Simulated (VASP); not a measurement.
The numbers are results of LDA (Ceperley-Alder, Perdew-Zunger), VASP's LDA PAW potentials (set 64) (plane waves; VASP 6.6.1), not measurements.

VASP ran on this input.

INCAR:
```
SYSTEM = Y
PREC = Accurate
ENCUT = 300
EDIFF = 1E-6
NELM = 100
ALGO = Normal
LREAL = .FALSE.
LASPH = .TRUE.
ISMEAR = 0
SIGMA = 0.2
LMAXMIX = 4
LWAVE = .FALSE.
LCHARG = .FALSE.
ISIF = 2
```

**POSCAR**
```
Y
1
    3.6375170000     0.0000000000     0.0000000000
   -1.8187590000     3.1501820000     0.0000000000
    0.0000000000     0.0000000000    24.7385000000
Y
4
Direct
  0.0000000000   0.0000000000   0.6766170000
  0.0000000000   0.0000000000   0.4411260000
  0.3333330000   0.6666670000   0.3233830000
  0.6666670000   0.3333330000   0.5588740000
```

File KPOINTS:
```
Automatic mesh
0
Gamma
10 10 1
0 0 0
```

POTCAR, in this order: Y_sv (LDA.64 set). Program: vasp_std.

The cell holds a wide vacuum, so values per volume refer to the whole cell.

Question: Predict the energy per atom (σ→0), largest force, band gap (on the k-mesh).

Answer: 
energy per atom (σ→0): -6.477 eV/atom
band gap (on the k-mesh): none (metal, semimetal or under 0.01 eV)
largest force: 0.532 eV/Å

**OSZICAR**
```
...
DAV:  27    -0.259996488391E+02   -0.13371E-04   -0.21909E-06   530   0.402E-03    0.630E-03
DAV:  28    -0.259996596634E+02   -0.10824E-04   -0.12482E-06   534   0.266E-03    0.265E-03
DAV:  29    -0.259996756355E+02   -0.15972E-04   -0.15906E-06   532   0.422E-03    0.353E-03
DAV:  30    -0.259996811425E+02   -0.55071E-05   -0.59417E-07   476   0.195E-03    0.368E-03
DAV:  31    -0.259996841078E+02   -0.29653E-05   -0.54131E-07   470   0.152E-03    0.266E-03
DAV:  32    -0.259996861763E+02   -0.20685E-05   -0.56460E-07   464   0.120E-03    0.175E-03
DAV:  33    -0.259996866993E+02   -0.52305E-06   -0.24221E-07   428   0.583E-04
   1 F= -.25999687E+02 E0= -.25908569E+02  d E =-.182234E+00
```

The cell is a sheet with vacuum, built from a generated structure.
